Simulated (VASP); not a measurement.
Energy against volume of Ni₃Al (L1_2). Level of theory: revPBE GGA, VASP's PBE PAW potentials (set 64) (plane waves; VASP 6.6.1). Run with 520 eV cut-off, 9×9×9 Γ-centred mesh, first-order Methfessel-Paxton smearing of 0.10 eV, potentials Al Ni.

```csv
V (Å³/atom),E (eV/atom)
11.217,-5.10388
11.564,-5.10978
11.911,-5.10463
12.258,-5.09014
```

Fit these four points and predict the energy of the run at 10.870 Å³/atom.

A cubic in V^(−2/3), the third-order Birch-Murnaghan form, passes through the four points with V0 = 11.57 Å³/atom and B0 = 169 GPa, and gives -5.0849 eV/atom there. The run gave -5.0849 eV/atom, +0.0 meV/atom from the fit; all five points give B0 = 170 GPa.

The compound is Ni3Al in the L1_2 structure. It was relaxed first.
